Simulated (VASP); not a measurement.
# Be3CdTe4 (P-4m2) in VASP: notebook

The runs below take Be3CdTe4 through single point, with PBE.

Everything below comes from runs of VASP 6.6.1. Logs are shortened: lines on timing, memory, paths and dates and some standing lists are left out, and cuts for length are marked.

### Step 1. The structure

It takes space group P-4m2 (No. 115, tetragonal). Conventional cell: a = 4.131 Å, b = 4.131 Å, c = 12.076 Å, α = 90.00°, β = 90.00°, γ = 90.00°. Be (site symmetry -4m2) is surrounded by 4 Te at 2.49 Å. Be (site symmetry 2mm) is surrounded by 4 Te at 2.47 to 2.49 Å. Around Cd (site symmetry -4m2) lie 4 Te at 2.81 Å. Te (site symmetry 2mm) is surrounded by 4 Be at 2.49 Å. Te (site symmetry 2mm) has 2 Be at 2.47 Å and 2 Cd at 2.81 Å as nearest neighbours.

The cell was built by a generator and needn't be a form met in nature.

### Step 2. Single point, PBE

Contents of INCAR:

```
SYSTEM = Be3CdTe4
ALGO = Fast
EDIFF = 1E-5
ENCUT = 520
GGA = PE
ISIF = 2
ISMEAR = 0
LASPH = .True.
LCHARG = .False.
LREAL = Auto
LWAVE = .False.
NELM = 80
PREC = Normal
SIGMA = 0.05
```

Contents of KPOINTS:

```
k-points
0
Gamma
  4 4 2
  0 0 0
```

Contents of POSCAR:

```
Be3CdTe4
1.0
    4.1311800000      0.0000000000      0.0000000000
    0.0000000000      4.1311800000      0.0000000000
    0.0000000000      0.0000000000     12.0760100000
Be Cd Te
3 1 4
Direct
    0.0000000000      0.0000000000      0.5000000000
    0.5000000000      0.5000000000      0.7298490000
    0.5000000000      0.5000000000      0.2701510000
    0.0000000000      0.0000000000      0.0000000000
    0.0000000000      0.5000000000      0.6146430000
    0.5000000000      0.0000000000      0.3853570000
    0.5000000000      0.0000000000      0.8418090000
    0.0000000000      0.5000000000      0.1581910000
```

Potentials or basis: VASP PAW PBE potentials, release 64 (Be, Cd, Te).

On the command line:

```bash
$ cat potpaw_PBE.64/Be/POTCAR potpaw_PBE.64/Cd/POTCAR potpaw_PBE.64/Te/POTCAR > POTCAR
$ mpirun -np 1 vasp_std > vasp.out
```

OUTCAR:

```text
SYSTEM = Be3CdTe4
   EDIFF = 1E-5
   ENCUT = 520
   GGA = PE
   ISIF = 2
   ISMEAR = 0
   LASPH = .True.
   LREAL = Auto
   NELM = 80
   PREC = Normal

 ion  position               nearest neighbor table
   1  0.000  0.000  0.500-   5 2.49   6 2.49   5 2.49   6 2.49
   2  0.500  0.500  0.730-   7 2.47   7 2.47   5 2.49   5 2.49
   3  0.500  0.500  0.270-   8 2.47   8 2.47   6 2.49   6 2.49
   4  0.000  0.000  0.000-   7 2.81   8 2.81   8 2.81   7 2.81
   5  0.000  0.500  0.615-   1 2.49   1 2.49   2 2.49   2 2.49
   6  0.500  0.000  0.385-   1 2.49   1 2.49   3 2.49   3 2.49
   7  0.500  0.000  0.842-   2 2.47   2 2.47   4 2.81   4 2.81
   8  0.000  0.500  0.158-   3 2.47   3 2.47   4 2.81   4 2.81

  LATTYP: Found a simple tetragonal cell.
 ALAT       =     4.1311800000
 C/A-ratio  =     2.9231381833

  Lattice vectors:

 A1 = (   4.1311800000,   0.0000000000,   0.0000000000)
 A2 = (   0.0000000000,   4.1311800000,   0.0000000000)
 A3 = (   0.0000000000,   0.0000000000,  12.0760100000)

Analysis of symmetry for initial positions (statically):
=====================================================================
 Subroutine PRICEL returns:
 Original cell was already a primitive cell.

 Routine SETGRP: Setting up the symmetry group for a
 simple tetragonal supercell.

 Subroutine GETGRP returns: Found  8 space group operations
 (whereof  8 operations were pure point group operations)
 out of a pool of 16 trial point group operations.

The static configuration has the point symmetry D_2d.

Analysis of symmetry for dynamics (positions and initial velocities):
=====================================================================
 Subroutine PRICEL returns:
 Original cell was already a primitive cell.

 Routine SETGRP: Setting up the symmetry group for a
 simple tetragonal supercell.

 Subroutine GETGRP returns: Found  8 space group operations
 (whereof  8 operations were pure point group operations)
 out of a pool of 16 trial point group operations.

The dynamic configuration has the point symmetry D_2d.

 Subroutine INISYM returns: Found  8 space group operations
 (whereof  8 operations are pure point group operations),
 and found     1 'primitive' translations

----------------------------------------------------------------------------------------

                                     Primitive cell

  volume of cell :     206.0970

  direct lattice vectors                    reciprocal lattice vectors
     4.131180000  0.000000000  0.000000000     0.242061590  0.000000000  0.000000000
     0.000000000  4.131180000  0.000000000     0.000000000  0.242061590  0.000000000
     0.000000000  0.000000000 12.076010000     0.000000000  0.000000000  0.082808809

  length of vectors
     4.131180000  4.131180000 12.076010000     0.242061590  0.242061590  0.082808809

  position of ions in fractional coordinates (direct lattice)
     0.000000000  0.000000000  0.500000000
     0.500000000  0.500000000  0.729849000
     0.500000000  0.500000000  0.270151000
     0.000000000  0.000000000  0.000000000
     0.000000000  0.500000000  0.614643000
     0.500000000  0.000000000  0.385357000
     0.500000000  0.000000000  0.841809000
     0.000000000  0.500000000  0.158191000

  ion indices of the primitive-cell ions
   primitive index   ion index
                 1           1
                 2           2
                 3           3
                 4           4
                 5           5
                 6           6
                 7           7
                 8           8

----------------------------------------------------------------------------------------

 KPOINTS: k-points

Automatic generation of k-mesh.
 Grid dimensions read from file:
 generate k-points for:    4    4    2

 Generating k-lattice:

  Cartesian coordinates                     Fractional coordinates (reciprocal lattice)
     0.060515398  0.000000000  0.000000000     0.250000000  0.000000000  0.000000000
     0.000000000  0.060515398  0.000000000     0.000000000  0.250000000  0.000000000
     0.000000000  0.000000000  0.041404404     0.000000000  0.000000000  0.500000000

  Length of vectors
     0.060515398  0.060515398  0.041404404

  Shift w.r.t. Gamma in fractional coordinates (k-lattice)
     0.000000000  0.000000000  0.000000000

 Subroutine IBZKPT returns following result:
 ===========================================

 Found     12 irreducible k-points:

 Following reciprocal coordinates:
            Coordinates               Weight
  0.000000  0.000000  0.000000      1.000000
  0.250000  0.000000  0.000000      4.000000
  0.500000  0.000000  0.000000      2.000000
  0.250000  0.250000  0.000000      4.000000
  0.500000  0.250000  0.000000      4.000000
  0.500000  0.500000  0.000000      1.000000
  0.000000  0.000000  0.500000      1.000000
  0.250000  0.000000  0.500000      4.000000
  0.500000  0.000000  0.500000      2.000000
  0.250000  0.250000  0.500000      4.000000
  0.500000  0.250000  0.500000      4.000000
  0.500000  0.500000  0.500000      1.000000
   k-points           NKPTS =     12   k-points in BZ     NKDIM =     12   number of bands    NBANDS=     26
   number of dos      NEDOS =    301   number of ions     NIONS =      8
   total plane-waves  NPLWV =  40320
   dimension x,y,z NGX =    24 NGY =   24 NGZ =   70
   dimension x,y,z NGXF=    48 NGYF=   48 NGZF=  140
   ions per type =               3   1   4
   NGX,Y,Z   is equivalent  to a cutoff of   9.66,  9.66,  9.64 a.u.
   NGXF,Y,Z  is equivalent  to a cutoff of  19.32, 19.32, 19.27 a.u.
 SYSTEM =  Be3CdTe4
   PREC   = normal    normal or accurate (medium, high low for compatibility)
   ISTART =      0    job   : 0-new  1-cont  2-samecut
   ICHARG =      2    charge: 1-file 2-atom 10-const
   ISPIN  =      1    spin polarized calculation?
   LNONCOLLINEAR =      F non collinear calculations
   LSORBIT =      F    spin-orbit coupling
   LASPH  =      T    aspherical Exc in radial PAW
   ENCUT  =  520.0 eV  38.22 Ry    6.18 a.u.   7.68  7.68 22.45*2*pi/ulx,y,z
   NELM   =     80;   NELMIN=  2; NELMDL= -5     # of ELM steps
   EDIFF  = 0.1E-04   stopping-criterion for ELM
   LREAL  =      T    real-space projection
   EDIFFG = 0.1E-03   stopping-criterion for IOM
   NSW    =      0    number of steps for IOM
   IBRION =     -1    ionic relax: 0-MD 1-quasi-New 2-CG
   NFREE  =      0    steps in history (QN), initial steepest desc. (CG)
   ISIF   =      2    stress and relaxation
   ISYM   =      2    0-nonsym 1-usesym 2-fastsym
   POTIM  = 0.5000    time-step for ionic-motion
   TEBEG  =    0.0;   TEEND  =   0.0 temperature during run
   PSTRESS=    0.0 pullay stress
   NELECT =      42.0000    total number of electrons
   NUPDOWN=      -1.0000    fix difference up-down
   EMIN   =  10.00;   EMAX   =-10.00  energy-range for DOS
   EFERMI =   0.00;   METHOD = LEGACY
   ISMEAR =     0;   SIGMA  =   0.05  broadening in eV -4-tet -1-fermi 0-gaus
   EFERMI_NEDOS =   21; number of points for ismear=-14 and -15
   IALGO  =     68    algorithm
   IMIX   =      4    mixing-type and parameters
     AMIX     =   0.40;   BMIX     =  1.00
     AMIX_MAG =   1.60;   BMIX_MAG =  1.00
  volume/ion in A,a.u.               =      25.76       173.85
  Fermi-wavevector in a.u.,A,eV,Ry     =   0.963387  1.820537 12.627759  0.928114
  Thomas-Fermi vector in A             =   2.092928
   LORBIT       =      0    0 simple, 1 ext, 2 COOP (PROOUT), +10 PAW based schemes
   GGA     = PE    functional components
   LHFCALC =     F    Hartree Fock is set to
   AEXX    =    0.0000 exact exchange contribution
   IVDW    =     0    specifies the selected vdW correction
   LEPSILON=     F    determine dielectric tensor
   LRPA    =     F    only Hartree local field effects (RPA)
 non-spin polarized calculation
 RMM-DIIS sequential band-by-band and
 Gauss-broadening in eV      SIGMA  =   0.05
  energy-cutoff  :      520.00
  volume of cell :      206.10
 maximum number of plane-waves:      5584
   NGX = 15   NGY = 15   NGZ = 45

 number of electron      42.0000037 magnetization

 Free energy of the ion-electron system (eV)
  ---------------------------------------------------
  ext. energy  EPLUGINS =         0.00000000
  ---------------------------------------------------
  free energy    TOTEN  =       -27.23512556 eV

  energy without entropy =      -27.23512556  energy(sigma->0) =      -27.23512556

 E-fermi :   4.4659     XC(G=0):  -8.8465

 val. band max:        4.1924471548   @ k =   0.0000   0.0000   0.0000
 cond. band min:       5.9790282364   @ k =   0.5000   0.5000   0.0000
 fundamental gap:      1.7865810816
 Fermi energy:         4.4659238071

 k-point     1 :       0.0000    0.0000    0.0000
  band No.  band energies     occupation
      1      -7.8545      2.00000
      2      -7.3687      2.00000
      3      -7.0166      2.00000
      4      -6.3607      2.00000
      5      -4.2901      2.00000
      6      -4.2901      2.00000
[... 18 lines left out ...]
     25       6.8516      0.00000
     26       6.9748      0.00000

 k-point     2 :       0.2500    0.0000    0.0000
  band No.  band energies     occupation
      1      -7.5323      2.00000
      2      -7.1448      2.00000
      3      -6.8626      2.00000
      4      -6.3955      2.00000
      5      -4.2989      2.00000
      6      -4.2827      2.00000
[... 18 lines left out ...]
     25       7.4673      0.00000
     26       8.0329      0.00000

 k-point     3 :       0.5000    0.0000    0.0000
  band No.  band energies     occupation
      1      -6.8847      2.00000
      2      -6.8012      2.00000
      3      -6.7810      2.00000
      4      -6.7486      2.00000
      5      -4.2761      2.00000
      6      -4.2751      2.00000
[... 224 lines left out ...]
 k-point    11 :       0.5000    0.2500    0.5000
  band No.  band energies     occupation
      1      -6.7078      2.00000
      2      -6.6408      2.00000
      3      -6.5800      2.00000
      4      -6.5788      2.00000
      5      -4.2307      2.00000
      6      -4.2135      2.00000
[... 18 lines left out ...]
     25       7.3369      0.00000
     26       8.7075      0.00000

 k-point    12 :       0.5000    0.5000    0.5000
  band No.  band energies     occupation
      1      -6.5078      2.00000
      2      -6.5078      2.00000
      3      -6.3470      2.00000
      4      -6.3470      2.00000
      5      -4.2507      2.00000
      6      -4.1776      2.00000
[... 18 lines left out ...]
     25       7.1213      0.00000
     26       7.1445      0.00000

------------------------ aborting loop because EDIFF is reached ----------------------------------------

  FORCE on cell =-STRESS in cart. coord.  units (eV):
  Direction    XX          YY          ZZ          XY          YZ          ZX
  --------------------------------------------------------------------------------------
  -------------------------------------------------------------------------------------
  Total        0.5056236      0.5056236     -0.1464187      0.0000000     -0.0000000     -0.0000000
  in kB        3.9306670      3.9306670     -1.1382438      0.0000000     -0.0000000     -0.0000000
  external PRESSURE =       2.2410301 kB  Pullay stress =       0.0000000 kB

 VOLUME and BASIS-vectors are now :
 -----------------------------------------------------------------------------
  energy-cutoff  :      520.00
  volume of cell :      206.10
      direct lattice vectors                 reciprocal lattice vectors
     4.131180000  0.000000000  0.000000000     0.242061590  0.000000000  0.000000000
     0.000000000  4.131180000  0.000000000     0.000000000  0.242061590  0.000000000
     0.000000000  0.000000000 12.076010000     0.000000000  0.000000000  0.082808809

 POSITION                                       TOTAL-FORCE (eV/Angst)
 -----------------------------------------------------------------------------------
      0.00000      0.00000      6.03801         0.000000     -0.000000      0.000000
      2.06559      2.06559      8.81366         0.000000     -0.000000     -0.000678
      2.06559      2.06559      3.26235         0.000000     -0.000000      0.000678
      0.00000      0.00000      0.00000         0.000000      0.000000      0.000000
      0.00000      2.06559      7.42244         0.000000      0.000000      0.024345
      2.06559      0.00000      4.65357         0.000000     -0.000000     -0.024345
      2.06559      0.00000     10.16569        -0.000000      0.000000     -0.041004
      0.00000      2.06559      1.91032         0.000000     -0.000000      0.041004
 -----------------------------------------------------------------------------------
    total drift:                               -0.000000      0.000000     -0.000000

  FREE ENERGIE OF THE ION-ELECTRON SYSTEM (eV)
  ---------------------------------------------------
  free  energy   TOTEN  =       -27.2351255559 eV

  energy  without entropy=      -27.2351255559  energy(sigma->0) =      -27.23512556
```

Run time: 29 s. Hardware: 1 thread of AMD EPYC 7R43 (Zen 3), shared host; peak memory 0.18 GiB.

Results:

```
Free energy            : -27.2351 eV
Pressure               : 0.2 GPa
Largest force          : 0.041 eV/Å
Band gap on the k mesh : 1.79 eV, indirect (least direct gap 1.87 eV)
```

Forces in eV/Å, atoms in the order of the input:
```
Be   0.000  0.000  0.000
Be   0.000  0.000 -0.001
Be   0.000  0.000  0.001
Cd   0.000  0.000  0.000
Te   0.000  0.000  0.024
Te   0.000  0.000 -0.024
Te   0.000  0.000 -0.041
Te   0.000  0.000  0.041
```

Stress tensor (GPa, compression positive):
```
 0.39  0.00  0.00
 0.00  0.39  0.00
 0.00  0.00 -0.11
```

Caveat: spin-orbit coupling is left out, which moves the levels of the heavy elements.

### Step 3. Single point, PBE

This run uses another cell than the first one, of 25.69 Å³/atom, 0.997 times its volume.

INCAR is that of step 2.

Contents of KPOINTS:

```
k-points
0
Gamma
  4 4 4
  0 0 0
```

Contents of POSCAR:

```
Be3CdTe4
1.0
   -2.9609200000      2.9609200000      5.8611800000
    2.9609200000     -2.9609200000      5.8611800000
    2.9609200000      2.9609200000     -5.8611800000
Be Cd Te
3 1 4
Direct
    0.2500000000      0.7500000000      0.5000000000
    0.7500000000      0.2500000000      0.5000000000
    0.0000000000      0.0000000000      0.0000000000
    0.5000000000      0.5000000000      0.0000000000
    0.6400290000      0.6400290000      0.5502010000
    0.0898290000      0.0898290000      0.4497990000
    0.3599710000      0.9101710000      0.0000000000
    0.9101710000      0.3599710000      0.0000000000
```

Potentials or basis: VASP PAW PBE potentials, release 64 (Be, Cd, Te).

On the command line:

```bash
$ cat potpaw_PBE.64/Be/POTCAR potpaw_PBE.64/Cd/POTCAR potpaw_PBE.64/Te/POTCAR > POTCAR
$ mpirun -np 1 vasp_std > vasp.out
```

It took 44 s on 1 thread of AMD EPYC 7R43 (Zen 3), shared host; peak memory 0.22 GiB.

It converged, with:

| Property | Result |
| --- | --- |
| Free energy | -27.3485 eV |
| Pressure | 0.0 GPa |
| Largest force | 0.017 eV/Å |
| Band gap on the k mesh | 2.04 eV, indirect (least direct gap 2.13 eV) |

Forces on the atoms (eV/Å):
```
Be   0.000  0.000  0.000
Be   0.000  0.000  0.000
Be   0.000  0.000  0.000
Cd   0.000  0.000  0.000
Te  -0.003 -0.003 -0.017
Te   0.003  0.003 -0.017
Te  -0.003  0.003  0.017
Te   0.003 -0.003  0.017
```

Levels at points of the mesh, in eV from the valence-band top:
```csv
k point,band 19,band 20,band 21,band 22,band 23,band 24
"(0.00, 0.00, 0.00)",-0.22,0.00,0.00,2.13,2.26,2.56
"(0.50, 0.00, 0.00)",-1.33,-1.00,-1.00,3.40,3.67,3.74
"(0.50, 0.50, 0.00)",-1.05,-0.63,-0.61,2.27,2.54,3.20
"(0.50, 0.50, 0.50)",-1.93,-0.96,-0.96,2.04,2.25,2.25
```

Caveat: spin-orbit coupling is left out, which moves the levels of the heavy elements.

### Step 4. Single point, PBE

This run uses another cell than the first one: it holds 16 atoms, not 8.

INCAR is that of step 3.

Contents of KPOINTS:

```
k-points
0
Gamma
  2 3 3
  0 0 0
```

Contents of POSCAR:

```
Be3CdTe4
1.0
    8.3273800000      0.0000000000      0.0000000000
    0.0000000000      7.1831800000      0.0000000000
    0.0000000000      0.0000000000      6.8522300000
Be Cd Te
6 2 8
Direct
    0.7510260000      0.6626840000      0.4992460000
    0.2489740000      0.6626840000      0.4992460000
    0.5000000000      0.8204890000      0.9998030000
    0.0000000000      0.1795110000      0.4998030000
    0.2510260000      0.3373160000      0.9992460000
    0.7489740000      0.3373160000      0.9992460000
    0.0000000000      0.8366290000      0.0052420000
    0.5000000000      0.1633710000      0.5052420000
    0.0000000000      0.8432310000      0.4161050000
    0.5000000000      0.7945780000      0.3605610000
    0.7270620000      0.6514230000      0.8601190000
    0.2729380000      0.6514230000      0.8601190000
    0.2270620000      0.3485770000      0.3601190000
    0.7729380000      0.3485770000      0.3601190000
    0.5000000000      0.1567690000      0.9161050000
    0.0000000000      0.2054220000      0.8605610000
```

On the command line:

```bash
$ cat potpaw_PBE.64/Be/POTCAR potpaw_PBE.64/Cd/POTCAR potpaw_PBE.64/Te/POTCAR > POTCAR
$ mpirun -np 1 vasp_std > vasp.out
```

Wall time 70 s (1 thread of AMD EPYC 7R43 (Zen 3), shared host); peak memory 0.29 GiB.

The run converged. Its results:

| Property | Result |
| --- | --- |
| Free energy | -54.7132 eV |
| Pressure | 0.1 GPa |
| Largest force | 0.039 eV/Å |
| Band gap on the k mesh | 1.96 eV, indirect (least direct gap 1.99 eV) |

Forces on the atoms (eV/Å):
```
Be  -0.001  0.002  0.000
Be   0.001  0.002  0.000
Be   0.000 -0.014 -0.009
Be   0.000  0.014 -0.009
Be  -0.001 -0.002  0.000
Be   0.001 -0.002  0.000
Cd   0.000  0.015  0.010
Cd   0.000 -0.015  0.010
Te   0.000  0.004  0.012
Te   0.000 -0.005 -0.017
Te   0.039 -0.003  0.002
Te  -0.039 -0.003  0.002
Te   0.039  0.003  0.002
Te  -0.039  0.003  0.002
Te   0.000 -0.004  0.012
Te   0.000  0.005 -0.017
```

Stress tensor (GPa, compression positive):
```
 0.31  0.00  0.00
 0.00 -0.04  0.00
 0.00  0.00 -0.05
```

Levels at points of the mesh, in eV from the valence-band top:
```
           k point  band 40  band 41  band 42  band 43  band 44  band 45
(0.00, 0.00, 0.00)    -0.25    -0.11     0.00     1.99     2.10     2.54
(0.50, 0.00, 0.00)    -0.76    -0.66    -0.66     2.71     2.71     3.12
```

Caveat: spin-orbit coupling is left out, which moves the levels of the heavy elements; an odd mesh through Γ misses points on the zone boundary, where band edges often lie.

### Step 5. Overview

```tsv
cell	k mesh	gap on the mesh (eV)	pressure (GPa)	largest force (eV/Å)
P-4m2, 25.76 Å³/atom	4 × 4 × 2	1.79	0.2	0.04
I-42m, 25.69 Å³/atom	4 × 4 × 4	2.04	0.0	0.02
Pmn2_1, 25.62 Å³/atom	2 × 3 × 3	1.96	0.1	0.04
```

Alike in all rows: task single point; level PBE; potentials or basis VASP PAW PBE potentials, release 64 (Be, Cd, Te); no spin polarisation; cutoff (eV) 520; smearing gaussian 0.05 eV.

On the cell as given the gap runs from 1.79 eV (PBE) to 2.04 eV (PBE); the meshes differ, which moves gaps too.

Caveats: spin-orbit coupling is left out, which moves the levels of the heavy elements; an odd mesh through Γ misses points on the zone boundary, where band edges often lie (some runs).

Total energies depend on the potentials used, so only differences within one code and one set of settings carry meaning.
